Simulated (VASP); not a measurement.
An input for Ansatz (written as the equivalent of a VASP run, and not itself run):

Ansatz 0.2 input:
```yaml
crystal:
  lattice:
    - [4.4767085, 0.0000000, 0.0000000]
    - [0.0000000, 4.4767085, 0.0000000]
    - [0.0000000, 0.0000000, 4.4767085]
  atoms:
    - { symbol: Cs, position: [0.0000000, 0.0000000, 0.0000000] }
    - { symbol: I, position: [0.5000000, 0.5000000, 0.5000000] }
kpoints:
  mp_grid: { grid: [6, 6, 6] }
hamiltonian:
  xc: pbe
  dispersion: d3bj
  pseudopotentials: { kind: paw }
scf:
  occupations: { method: gaussian, width: 0.05 }
  max_iter: 100
output: { forces: true, stress: true, eigenvalues: true }
```

Question: Write the VASP files for the same calculation (PBE-D3(BJ)).

Answer: Several could match; the one computed here: 
INCAR:
```
SIGMA  =  0.05   # width (eV)
SYSTEM  =  CsI
LMAXMIX  =  4   # l cut-off of mixed one-centre charges
LASPH  =  .True.
ALGO  =  Normal
NELM  =  100
LCHARG  =  .False.
ENCUT  =  520   # plane-wave cut-off (eV)
ISMEAR  =  0
LWAVE  =  .False.
EDIFF  =  1E-7
GGA  =  PE
LREAL  =  .False.   # projection in real space or not
ISIF  =  2   # forces and stress, cell fixed
IVDW  =  12   # D3, Becke-Johnson
PREC  =  Accurate
```

KPOINTS:
```
K-points
0
gamma
  6 6 6
0 0 0
```

POSCAR:
```
CsI
4.4767090
  0.9999998921   0.0000000000   0.0000000000
  0.0000000000   0.9999998921   0.0000000000
  0.0000000000   0.0000000000   0.9999998921
Cs I
1 1
Cart
  0.0000000000   0.0000000000   0.0000000000
  0.4999999460   0.4999999460   0.4999999460
```

POTCAR, in this order: Cs_sv I (PBE.64 set). Program: vasp_std.

Limits of the translation: each code has its own PAW files, so the cut-off isn't converted (ENCUT is set for VASP's; basis.ecutwfc is left out, and Ansatz then takes the one that its files recommend); Ansatz stops its SCF on the density residual and VASP on the energy change (EDIFF).

The compound is CsI in the CsCl type structure. This cell is one point of a volume scan, at 0.94 of the reference volume.
